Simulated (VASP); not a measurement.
Consider the following.

```xyz
3
Lattice="3.7105 0.0000 0.0000 -1.8553 3.2134 0.0000 0.0000 0.0000 16.9473" Properties=species:S:1:pos:R:3 pbc="T T T"
Zr     0.0000     0.0000     8.4737
S      0.0000     2.1423     9.9473
S      1.8553     1.0711     7.0000
```

All values below come from PBE GGA, VASP's PBE PAW potentials (set 64) (plane waves; VASP 6.6.1). Numerical set-up: 300 eV cut-off, 8×8×1 Γ-centred mesh, Gaussian smearing of 0.27 eV, potentials Zr_sv S.

The cell holds a wide vacuum, so values per volume refer to the whole cell.

Predict the energy per atom (σ→0), largest force.

```
Property                        Value
---------------------  --------------
energy per atom (σ→0)  -7.136 eV/atom
largest force              0.367 eV/Å
```

Only differences to runs with the same potentials and settings are physical.

The cell is a sheet with vacuum, built from a generated structure.
